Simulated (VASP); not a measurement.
Runs of VASP 6.6.1 on NbP. Symmetry: I4_1md, No. 109, tetragonal system. The conventional cell has a = 3.350 Å, b = 3.350 Å, c = 11.480 Å, α = 90.00°, β = 90.00°, γ = 90.00°. Nb (site symmetry 2mm) has 6 P at 2.55 Å as nearest neighbours. P (site symmetry 2mm) is surrounded by 6 Nb at 2.55 Å. The cell is a database's computed one.

```tsv
k mesh	cutoff (eV)	mesh quality	gap on the mesh (eV)	pressure (GPa)	largest force (eV/Å)
12 × 12 × 12	700	not flagged	none	(a)	0.01
6 × 6 × 6	520	coarse	0.06	-1.3	0.02
12 × 12 × 12	520	not flagged	none	-1.5	0.01
12 × 12 × 12	450	not flagged	none	-1.6	0.01
24 × 24 × 24	520	not flagged	none	-1.5	0.01
14 × 14 × 14	520	not flagged	none	-1.5	0.01
12 × 12 × 12	350	not flagged	none	-1.7	0.02
12 × 12 × 12	400	not flagged	none	-1.7	0.02
```

Alike in all rows: task single point; level PBE; potentials or basis VASP PAW PBE potentials, release 64 (Nb_sv, P); no spin polarisation; cell as given; smearing gaussian 0.1 eV.

Question: Fill in the values left out.

Answer: (a) -1.4.

Caveats: some runs use coarse meshes; the cutoff is under 1.25 times the usual one of these potentials, so pressure, stress and relaxed cells hold a basis-set (Pulay) error (some runs).

A k mesh can miss the band edges, and the runs leave out spin-orbit coupling on Nb.

A gap of «none» marks a metal or a gap under the smearing width.
